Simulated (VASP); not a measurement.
```xyz
2
Lattice="0.0000 3.3480 3.3480 3.3480 0.0000 3.3480 3.3480 3.3480 0.0000" Properties=species:S:1:pos:R:3 pbc="T T T"
Y      0.0000     0.0000     0.0000
Se     3.3480     3.3480     3.3480
```

Calculation: r2SCAN meta-GGA, VASP's PBE PAW potentials (set 64) (plane waves; VASP). Run with 400 eV cut-off, 9×9×9 Γ-centred mesh, first-order Methfessel-Paxton smearing of 0.10 eV, potentials Y_sv Se.

Energy and stress use the plane-wave basis of the starting cell.

Task: The ions, cell shape and volume are relaxed. What does this cell relax into?

Result: 
```xyz
2
Lattice="0.0000 2.8792 2.8792 2.8792 0.0000 2.8792 2.8792 2.8792 0.0000" Properties=species:S:1:pos:R:3 pbc="T T T"
Y      0.0000     0.0000     0.0000
Se     2.8792     2.8792     2.8792
```
Space group Fm-3m (225), at a tolerance of 0.03 Å.

Task: How do energy and volume change from the first to the last step?

Result: The energy (σ→0) changes by -883.2 meV/atom and the volume by -36.4 %, in 3 ionic steps.

```
step  E(σ→0) (eV)  max force (eV/Å)  pressure (GPa)  volume (Å³)
----  -----------  ----------------  --------------  -----------
1        -36.8700             0.000          -13.45        75.06
2        -38.6133             0.000            3.92        45.78
3        -38.6364             0.000            0.02        47.74
```

The structure was generated: YSe was put into the rock salt type (Fm-3m), which need not be its known phase. This run relaxes it. Symmetry was kept, so distortions that lower it aren't found. The electron count is odd and the run is not spin-polarised, which forces a metal. VASP warned that the highest band is occupied, so more bands are needed.
